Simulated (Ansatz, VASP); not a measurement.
# Si23BO48 (B_Si): VASP beside Ansatz

One calculation is typed for both programs; each brings its own data sets. How far apart do they land? Of the first pair: The structure shown is the start of the Ansatz relaxation below; VASP solves that cell, so the two are compared at the walk's first step.

Main program and level: Ansatz 0.2.0; plane waves, with VASP 6.6.1 beside it; HSE06.

## (1) The starting structure

The cell holds 72 atoms: 23 Si, 48 O and 1 B. Cell: a = 9.842 Å, b = 9.842 Å, c = 10.833 Å, α = 90.0°, β = 90.0°, γ = 120.0°. It derives from SiO2 (SiO2 (P3_121)). Nearest the centre at fractional (0.266, 0.266, 0.500): B72 at 0.03 Å, O31 at 1.45 Å, O29 at 1.45 Å, O33 at 1.49 Å, O24 at 1.50 Å, Si11 at 2.89 Å, Si13 at 2.90 Å, Si5 at 2.91 Å. The cell carries charge −1.

As a file:

```xyz
72
Lattice="9.8422 0.0000 0.0000 -4.9211 8.5236 0.0000 0.0000 0.0000 10.8331" Properties=species:S:1:pos:R:3 pbc="T T T"
Si    1.2832    2.2284   10.8250
Si   -1.0435    1.9915    3.6946
Si   -2.5833    8.5058    1.8118
Si    8.6523    2.0190    9.0062
Si    2.2412    0.0948    7.1223
Si   -1.1419    6.5047   10.8149
Si    6.2331    6.2410    3.6055
Si   -0.1510    4.2496    1.8117
Si   -1.1523    6.5027    5.4133
Si   -3.6190    6.3460    8.9903
Si   -0.0628    4.1622    7.1145
Si    6.1987    2.2645    0.0037
Si    3.6297    2.0302    3.7043
Si    7.3014    0.0403    1.8273
Si    6.2024    2.2567    5.4034
Si    3.7512    1.9965    9.0057
Si    2.2834    8.5218    7.2118
Si    3.7655    6.5266   10.8250
Si    1.3119    6.3015    3.6024
Si    4.7032    4.2457    1.8389
Si    3.7744    6.5423    5.4093
Si    1.3205    6.2001    8.9793
Si    4.7980    4.2899    7.2158
O     0.3841    1.7705    4.3389
O     0.7830    3.6069    0.6573
O    -1.0500    3.1239    2.5152
O     1.3818    1.0842    1.1248
O     3.2278    0.6325    2.9774
O     2.6308    2.4560    4.8550
O     0.2427    1.7418    9.6924
O     0.8065    3.5089    5.9654
O    -1.0727    3.1161    7.8417
O     1.3347    1.2198    6.4788
O     3.2257    0.6558    8.3009
O     2.7270    2.4841   10.1596
O    -2.1557    5.9782    4.2488
O    -1.6045    7.8876    0.6737
O    -3.5134    7.3342    2.4199
O    -1.1150    5.3469    1.1124
O     0.7939    4.9493    2.9113
O     0.2902    6.8018    4.7456
O    -2.1606    6.1039    9.6321
O    -1.7219    7.8649    6.0453
O    -3.6015    7.4821    7.8503
O    -1.0025    5.3616    6.5385
O     0.8521    4.8167    8.3084
O     0.3218    6.6789   10.1623
O     5.1389    1.8161    4.2787
O     5.6177    3.6187    0.6570
O     3.7380    3.1499    2.5105
O     6.3613    1.1812    1.1858
O     8.2761    0.6247    2.9673
O     7.6668    2.4442    4.7710
O     5.1826    1.7091    9.7062
O     5.7408    3.6555    6.0715
O     3.8859    3.1654    7.9071
O     6.2505    1.1255    6.5680
O     8.1034    0.6278    8.3973
O     7.6275    2.5562   10.1449
O     2.7653    6.0456    4.2511
O     3.2528    7.9157    0.6274
O     1.4151    7.4428    2.4653
O     3.8132    5.4184    1.1690
O     5.6733    4.8646    2.9767
O     5.2315    6.7702    4.7591
O     2.7819    6.0152    9.6473
O     3.2423    7.9185    6.0584
O     1.3710    7.3490    7.8407
O     3.8499    5.4216    6.5687
O     5.7359    4.9490    8.3526
O     5.2252    6.7764   10.1903
B     1.2874    2.2361    5.4094
```

## (2) Ansatz: relaxation, HSE06

Ansatz runs on its PAW soft_1 files.

The two programs are compared at the cell with which this relaxation starts, whose forces are those of its first step.

The input, input.yaml:

```yaml
crystal:
  checkpoint: "../qm1.relax.run"
  host: checkpoint
total_charge: -1
basis:
  ecutwfc: 420
  xc_grid: 2
hamiltonian:
  xc: hse06
  pseudopotentials: { kind: paw, azcp: { folder: soft_1 } }
kpoints:
  mp_grid: { grid: [1, 1, 1] }
scf:
  occupations: { method: fixed }
  max_iter: 60
output:
  forces: true
  charged_corrections:
    epsilon: [2.49, 2.49, 2.52]
    static_epsilon: [4.64, 4.64, 4.86]
    defect_position: [0.265514, 0.265514, 0.5]
relax:
  f_tol: 0.03
  max_steps: 40
  escape_saddle: false
checkpoint:
  write: "../qm1.hrelax.run"
  compress: false
  write_wavefunctions: true
  write_every: 100000
```

Launch:

```bash
> ansatz run input.yaml --threads 8 --pin off --max-ram 18841MiB --backend cpu --events-out ev --progress --plain --runs-dir out
```

Numbers of over 12 decimals in the logs are rounded to 6 here.

The log of the run:

```text
crystal.checkpoint: the structure is that of <dir>, a `relax` run, at its step 6: its result, under r2scan at a charge of -1 e; 72 atoms read, 0 with a starting moment; this deck's functional is hse06; no density is read with it (checkpoint.read); crystal.structure_sha256 for this input is
exact exchange: scf.exx.singularity resolves to wigner_seitz, which cuts the screened interaction at the faces of the exchange supercell's Wigner-Seitz cell, so that each pair interacts once, at the shortest of its separations (the periodic images that this leaves out come, for a point-like exchange hole, to about 0.009 eV on a filled level). The cut falls within the interaction's reach, and what an exchange supercel [...]
Engine: ansatz 0.2.0, aarch64-unknown-linux-gnu
Pseudopotentials: kind: paw
Pseudopotential: Si, paw, valence charge 4, recommended cutoff 420 eV (normal), soft_1/Si.paw.azcp
Pseudopotential: O, paw, valence charge 6, recommended cutoff 420 eV (normal), soft_1/O.paw.azcp
Pseudopotential: B, paw, valence charge 3, recommended cutoff 420 eV (normal), soft_1/B.paw.azcp
Functional definition: HSE06
  parameter a = 0.25
  parameter omega = 0.11/bohr
  exchange = pbe_x - a*pbe_x_sr(omega) + a*exact_x_sr(omega)
  correlation = pbe_c
davidson cushion auto → on  (no smearing: the cushion is to keep the highest requested band from converging to the state above it; pin scf.eigensolver.cushion to override)
Crystal: 72 atoms, lattice volume = 908.797 Å³
Basis set: ecut = 420 eV, 17845 PW (Γ), exchange–correlation on 144×144×150 points (8 copies of the dense FFT grid, shifted against one another)
Bands: 264, of which v1, the nominal top of the filled ones, is band 192 counted from 1 (191 counted from 0)
Symmetry: 1 space group operations
Space group: P1 (ITA 1), of the structure as read, at distance tolerance 9.7e-5 Å
k-points: 1
Non-local potential: Si, projectors of the file, l = 0: 2, l = 1: 2, l = 2: 1
Non-local potential: O, projectors of the file, l = 0: 2, l = 1: 2, l = 2: 1
Non-local potential: B, projectors of the file, l = 0: 2, l = 1: 2, l = 2: 1
PAW form: soft (Blöchl's): semilocal exchange-correlation on the pseudo side does not see the compensation charge
PAW frozen core: Si, regenerated for the run's functional, and the local potential with it (the file was generated under x = pbe(κ = 0.804, μ = 0.219515), c = pbe(β = 0.066725))
PAW frozen core: O, regenerated for the run's functional, and the local potential with it (the file was generated under x = pbe(κ = 0.804, μ = 0.219515), c = pbe(β = 0.066725))
PAW frozen core: B, regenerated for the run's functional, and the local potential with it (the file was generated under x = pbe(κ = 0.804, μ = 0.219515), c = pbe(β = 0.066725))
PAW one-centre angular grid: Si, 110 points (default); XC on 64 Gauss nodes
PAW one-centre angular grid: O, 110 points (default); XC on 96 Gauss nodes
PAW one-centre angular grid: B, 110 points (default); XC on 64 Gauss nodes
Initial density: superposition of atomic densities (chi_scale 0.1, normalization cell, long waves kept (reshape's long-wave potential 0.06 eV rms))
Initial wavefunctions: pseudopotential atomic-orbital guess
Functional: x = pbe(κ = 0.804, μ = 0.219515), c = pbe(β = 0.066725), warm-up for x = pbe(κ = 0.804, μ = 0.219515) + 0.25 (exact − pbe) at short range (hse, ω = 0.207870 Å⁻¹), c = pbe(β = 0.066725); HSE06 as pw.x's `hse` composes it (authors' and Libxc's form: `xc: wpbeh`)
SCF iter   1: F=—  HF=-42126.570513 eV  |F-HF|=—  |Δ(HF+E_count)|=         —  Δρ=1.29e-1  dr2=1.35e2  ethr=1.00e-1  ⟨swp⟩=6.0  Hψ=970  notcnv=0
preconditioner: auto → none  [insulator: Δε(μ)=6.734 eV  Ē_g=18.080 eV  n_scr=212 (ndim 8)  ℏωp=24.1 eV  f_vac=0.005]
SCF iter   2: F=—  HF=-42094.243203 eV  |F-HF|=—  |Δ(HF+E_count)|=    3.23e1  Δρ=6.62e-2  dr2=1.67e1  ethr=3.53e-2  ⟨swp⟩=4.0  Hψ=782  notcnv=0
[...]
--- Band table (eV) ---
  k-point 0: bands = [... 188 lower, 1.2573, 1.7390, 1.7798, 1.9711, 8.8228, 10.7981, 10.8252, 11.0954, ... 44 higher]
  guard bands above this table: 24 of the run's 264 bands. The solve was not asked for them (output.publish_guard_bands: true or output.eigenvalues: true publishes all)
--- Relaxed structure (3 steps of the walk, 3 accepted, 0 SCFs on fresh bases) ---
  F+E_penalty+E_count = -42098.64916603 eV   max|allowed force component| = 1.510e-2 eV/Å
  atoms:
    - { symbol: Si, position: [0.260304, 0.260640, -0.000688816] }
    - { symbol: Si, position: [0.010730, 0.234414, 0.341156] }
    - { symbol: Si, position: [0.237291, -0.00214463, 0.167168] }
    - { symbol: O, position: [0.141392, 0.207873, 0.401748] }
    - { symbol: O, position: [0.290865, 0.421629, 0.061762] }
    - { symbol: O, position: [0.078043, 0.368226, 0.233497] }
    - { symbol: O, position: [0.204025, 0.125727, 0.102747] }
    - { symbol: O, position: [0.366734, 0.075720, 0.273502] }
    - { symbol: O, position: [0.409575, 0.287884, 0.446798] }
    - { symbol: B, position: [0.261121, 0.261450, 0.499286] }
    - { symbol: Si, position: [-0.00246243, 0.237626, 0.831415] }
    - { symbol: Si, position: [0.234058, 0.011069, 0.657429] }
    - { symbol: O, position: [0.125400, 0.204370, 0.895869] }
    - { symbol: O, position: [0.287613, 0.409910, 0.551802] }
    - { symbol: O, position: [0.075423, 0.367063, 0.725078] }
    - { symbol: O, position: [0.207462, 0.141676, 0.596795] }
    - { symbol: O, position: [0.367866, 0.078436, 0.765088] }
    - { symbol: O, position: [0.421299, 0.291218, 0.936860] }
    - { symbol: Si, position: [0.264836, 0.762334, -0.001704] }
    - { symbol: Si, position: [-0.000565235, 0.732859, 0.332839] }
    - { symbol: Si, position: [0.234565, 0.498679, 0.167185] }
    - { symbol: O, position: [0.130333, 0.701323, 0.393265] }
    - { symbol: O, position: [0.299594, 0.923862, 0.063129] }
    - { symbol: O, position: [0.074720, 0.861833, 0.224482] }
    - { symbol: O, position: [0.200087, 0.625820, 0.101548] }
    - { symbol: O, position: [0.372684, 0.582600, 0.267173] }
    - { symbol: O, position: [0.426991, 0.797719, 0.437156] }
    - { symbol: Si, position: [0.263552, 0.761895, 0.499775] }
    - { symbol: Si, position: [0.00469152, 0.745368, 0.829918] }
    - { symbol: Si, position: [0.238599, 0.488140, 0.656776] }
    - { symbol: O, position: [0.137434, 0.716293, 0.890030] }
    - { symbol: O, position: [0.286204, 0.920981, 0.559358] }
    - { symbol: O, position: [0.074483, 0.879538, 0.725881] }
    - { symbol: O, position: [0.212545, 0.627394, 0.602485] }
    - { symbol: O, position: [0.370660, 0.566415, 0.765824] }
    - { symbol: O, position: [0.423146, 0.783262, 0.937175] }
    - { symbol: Si, position: [0.761989, 0.265147, 0.000276615] }
    - { symbol: Si, position: [0.487809, 0.238891, 0.341816] }
    - { symbol: Si, position: [0.745048, 0.00501128, 0.168655] }
[...]
- { symbol: Si, position: [0.761548, 0.263861, 0.498828] }
    - { symbol: Si, position: [0.498336, 0.234930, 0.831415] }
    - { symbol: Si, position: [0.732541, -0.000228239, 0.665756] }
[...]
- { symbol: Si, position: [0.764655, 0.764966, -0.00069487] }
    - { symbol: Si, position: [0.503076, 0.740295, 0.332485] }
    - { symbol: Si, position: [0.727636, 0.498208, 0.169715] }
[...]
- { symbol: O, position: [0.863217, 0.571976, 0.273681] }
    - { symbol: O, position: [0.927227, 0.794004, 0.438373] }
    - { symbol: Si, position: [0.766458, 0.766799, 0.499290] }
    - { symbol: Si, position: [0.497900, 0.727964, 0.828899] }
    - { symbol: Si, position: [0.739956, 0.503414, 0.666105] }
    - { symbol: O, position: [0.634204, 0.705527, 0.891506] }
    - { symbol: O, position: [0.793657, 0.927572, 0.560193] }
    - { symbol: O, position: [0.571681, 0.863544, 0.724932] }
    - { symbol: O, position: [0.709113, 0.634678, 0.605280] }
    - { symbol: O, position: [0.874915, 0.582252, 0.769665] }
    - { symbol: O, position: [0.926983, 0.794722, 0.939808] }
```

## (3) VASP: single point, HSE06, start cell, pair 1

The same cell, functional and mesh now go to VASP, with its own data sets.

Lines of VASP's logs that name or quote its potential files are left out, and so is its time.

The run reads the wave functions of an earlier VASP run, which isn't shown here.

The input, INCAR:

```
SYSTEM = Si23BO48
PREC = Accurate
ENCUT = 520
EDIFF = 1E-06
NELM = 100
ISMEAR = 0
SIGMA = 0.01
LREAL = Auto
ALGO = Normal
LHFCALC = .TRUE.
AEXX = 0.25
GGA = PE
HFSCREEN = 0.208
LASPH = .TRUE.
NELECT = 384
NBANDS = 242
PRECFOCK = Fast
LORBIT = 11
LWAVE = .FALSE.
LCHARG = .FALSE.
ISIF = 2
```

The input, POSCAR:

```
Si23BO48
1.0
    9.8422041343      0.0000000000      0.0000000000
   -4.9211020672      8.5235988096      0.0000000000
    0.0000000000      0.0000000000     10.8330695259
Si O B
23 48 1
Direct
    0.2610962885      0.2614428541      0.9992593050
    0.0108034587      0.2336496642      0.3410459050
    0.2364898566      0.9979143786      0.1672489958
    0.9975346806      0.2368757663      0.8313605833
    0.2332743166      0.0111177218      0.6574565946
    0.2655491764      0.7631354015      0.9983256823
    0.9993987798      0.7321981172      0.3328227509
    0.2339434446      0.4985716826      0.1672381033
    0.2643749822      0.7629015801      0.4996999223
    0.0045572206      0.7445155669      0.8298951630
    0.2377844991      0.4883206135      0.6567346386
    0.7626469384      0.2656774504      0.0003409006
    0.4878760357      0.2381804969      0.3419471269
    0.7442081567      0.0047271113      0.1686817384
    0.7625629823      0.2647570645      0.4987910386
    0.4982486514      0.2342345111      0.8313127668
    0.7318924547      0.9997837768      0.6657221190
    0.7654407299      0.7657081411      0.9992581050
    0.5029457565      0.7393020414      0.3325410209
    0.7269164709      0.4981077940      0.1697447797
    0.7672653954      0.7675566561      0.4993297594
    0.4978652701      0.7273997919      0.8288777228
    0.7391407071      0.5032957435      0.6660879433
    0.1428896868      0.2077194199      0.4005243380
    0.2911408570      0.4231618687      0.0606732929
    0.0765642627      0.3664949594      0.2321789770
    0.2039956481      0.1271985020      0.1038308669
    0.3650538298      0.0742053931      0.2748426005
    0.4113719185      0.2881467154      0.4481649442
    0.1268364334      0.2043463141      0.8947092029
    0.2877761419      0.4116637911      0.5506695019
    0.0738033145      0.3655844286      0.7238658426
    0.2071638047      0.1431034035      0.5980535789
    0.3662094500      0.0769421479      0.7662564133
    0.4227865452      0.2914344112      0.9378344684
    0.1316548936      0.7013695897      0.3922071200
    0.2996757046      0.9253875242      0.0621878221
    0.0732604951      0.8604633047      0.2233772242
    0.2003681607      0.6273034571      0.1026821620
    0.3709912585      0.5806615387      0.2687379595
    0.4284786236      0.7979909839      0.4380614367
    0.1385325983      0.7161166470      0.8891339594
    0.2864063907      0.9227183465      0.5580457123
    0.0729798385      0.8778046887      0.7246574003
    0.2126635258      0.6290340641      0.6035678054
    0.3691267897      0.5650966344      0.7669443993
    0.4244802005      0.7835760633      0.9380775205
    0.6286611375      0.2130671610      0.3949634949
    0.7830484495      0.4245503667      0.0606485538
    0.5645715074      0.3695473086      0.2317404124
    0.7156208627      0.1385837164      0.1094608501
    0.8775184727      0.0732894654      0.2739099009
    0.9223521242      0.2867611504      0.4404138632
    0.6268269760      0.2005081466      0.8959743106
    0.7977197121      0.4288663840      0.5604639558
    0.5805079408      0.3713683704      0.7299066051
    0.7010980912      0.1320441078      0.6062956565
    0.8601636752      0.0736596142      0.7751542608
    0.9249295803      0.2999020786      0.9364757584
    0.6356072888      0.7092815060      0.3924152790
    0.7948294386      0.9286760413      0.0579195950
    0.5803800905      0.8732026420      0.2275712340
    0.7052824719      0.6356982680      0.1079096739
    0.8617854915      0.5707192594      0.2747814913
    0.9286846849      0.7942865627      0.4393103902
    0.6355030328      0.7057131775      0.8905436245
    0.7939322664      0.9290041891      0.5592511878
    0.5703931719      0.8621898055      0.7237744557
    0.7091951037      0.6360674782      0.6063556580
    0.8730999436      0.5806254037      0.7710316988
    0.9284077495      0.7950151282      0.9406675528
    0.2619737685      0.2623382505      0.4993443444
```

The input, KPOINTS:

```
Automatic mesh
0
Gamma
1 1 1
0 0 0
```

PAW data sets: Si, O and B (PBE family, release 64).

Launch:

```bash
> export OMP_NUM_THREADS=3
> mpirun -np 1 vasp_gam
```

The log of the run:

```text
[banner, memory and clock lines left out]
running    1 mpi-ranks, on    1 nodes
[...]
Offloading initialized ...    1 GPUs detected
[...]
LDA part: xc-table for (Slater+PW92), standard interpolation
 found WAVECAR, reading the header
 POSCAR, INCAR and KPOINTS ok, starting setup
[...]
reading WAVECAR
 the WAVECAR file was read successfully
 initial charge from wavefunction
 entering main loop
       N       E                     dE             d eps       ncg     rms          rms(c)
DAV:   1    -0.695112535030E+03   -0.69511E+03   -0.11426E+01   544   0.870E+00    0.154E+01
DAV:   2    -0.695201455000E+03   -0.88920E-01   -0.44892E-01   568   0.141E+00    0.112E+01
DAV:   3    -0.695165016330E+03    0.36439E-01   -0.39432E-02   560   0.404E-01    0.676E+00
DAV:   4    -0.695157053325E+03    0.79630E-02   -0.13409E-02   568   0.215E-01    0.386E+00
[...]
DAV:   9    -0.695153582949E+03    0.18698E-04   -0.15695E-05   576   0.123E-02    0.227E-01
DAV:  10    -0.695153579150E+03    0.37982E-05   -0.54463E-06   560   0.784E-03    0.129E-01
DAV:  11    -0.695153578999E+03    0.15185E-06   -0.18341E-06   376   0.532E-03
   1 F= -.69515358E+03 E0= -.69515358E+03  d E =-.199514E-26
```

Parts of OUTCAR (step 3):

```text
  Total        2.9402483      4.5867952      3.9042317      1.3849130     -0.0314045      0.0199621
  in kB        5.1835548      8.0863593      6.8830237      2.4415531     -0.0553650      0.0351924
  external PRESSURE =       6.7176459 kB  Pullay stress =       0.0000000 kB

 POSITION                                       TOTAL-FORCE (eV/Angst)
 -----------------------------------------------------------------------------------
      1.28318      2.22843     10.82505         0.001901      0.001408      0.002364
     -1.04348      1.99154      3.69457        -0.013035     -0.010608     -0.006823
     -2.58326      8.50582      1.81182        -0.002684     -0.001933     -0.006493
      8.65225      2.01903      9.00619        -0.002713     -0.003875      0.006774
      2.24122      0.09476      7.12227         0.004613     -0.020269      0.012110
     -1.14188      6.50466     10.81493         0.005862      0.003404     -0.007546
      6.23307      6.24096      3.60549        -0.005168     -0.003134     -0.015490
     -0.15100      4.24963      1.81170         0.005281      0.010919     -0.012393
     -1.15228      6.50267      5.41328         0.002215      0.003088      0.003001
     -3.61898      6.34595      8.99031         0.004107     -0.016724      0.020812
     -0.06275      4.16225      7.11445        -0.003327      0.007185      0.020830
      6.19870      2.26453      0.00369         0.000803      0.004923      0.005328
      3.62966      2.03015      3.70434         0.007916     -0.002156     -0.020389
      7.30139      0.04029      1.82734        -0.014500     -0.001745     -0.017813
[...]
-----------------------------------------------------------------------------------
    total drift:                               -0.008027      0.002497     -0.029973

  FREE ENERGIE OF THE ION-ELECTRON SYSTEM (eV)
  ---------------------------------------------------
  free  energy   TOTEN  =      -695.1535789985 eV

  energy  without entropy=     -695.1535789985  energy(sigma->0) =     -695.15357900

[... 3 further parts left out ...]
[key lines of the parts left out:]
E-fermi :   0.6120
```

The run ends at a pressure of 0.67 GPa, with forces up to 0.10 eV/Å.

## (4) Comparison

Known differences besides the potentials themselves: exact exchange at q = 0 is treated differently, which shows on coarse meshes; VASP keeps PBE cores, Ansatz makes them for the functional; fixed occupations in Ansatz, narrow Gaussian smearing in VASP; the cutoff is 420 eV in Ansatz and 520 eV in VASP (PREC = Accurate, projectors in real space); VASP takes a coarser grid for exact exchange (PRECFOCK = Fast). Total energies have different zeros and are not compared.

Forces on 9 of the 72 atoms, those with the largest forces and the largest differences (eV/Å; atoms numbered as in POSCAR):

| atom | Ansatz x, y, z | VASP x, y, z |
| --- | --- | --- |
| Si11 | 0.028, -0.012, -0.002 | -0.003, 0.007, 0.021 |
| Si13 | -0.024, 0.018, 0.003 | 0.008, -0.002, -0.020 |
| O36 | -0.035, 0.046, 0.049 | -0.038, 0.063, 0.066 |
| O38 | 0.049, 0.019, 0.049 | 0.072, 0.019, 0.065 |
| O50 | 0.055, 0.018, 0.041 | 0.071, 0.000, 0.069 |
| O60 | -0.035, 0.044, 0.047 | -0.043, 0.070, 0.059 |
| O65 | -0.040, -0.049, -0.040 | -0.046, -0.071, -0.055 |
| O67 | -0.021, -0.059, 0.039 | -0.039, -0.077, 0.053 |
| O69 | 0.055, -0.009, -0.049 | 0.081, -0.004, -0.061 |

The forces differ by 15 meV/Å r.m.s., which is 33.3 % of the r.m.s. force of 0.044 eV/Å (both taken over all components). The cell carries a charge of -1 e against a uniform background, so its pressure also hangs on how the neutralising background is counted, and in a defect's cell a gap may be the spacing between its levels.

## (5) Ansatz: relaxation, HSE06

This run makes the geometry at which the two programs are then compared.

The structure compared here is the end of the Ansatz relaxation.

This is the run of step 2 again, met here at its other cell.

[end of part 1 of 2]

[Lines on the potential files, build, host, timing and source positions are cut from VASP's logs without a mark.]

[Logs are printed without paths, hosts, clocks, repeated set-up lines and the standing remarks that a program may print on its own settings, such as how far it seeks lower states.]

[Hosts, paths, dates, database ids (printed as entryN), source tags and the programs' standing remarks are cut or masked in the printed files.]
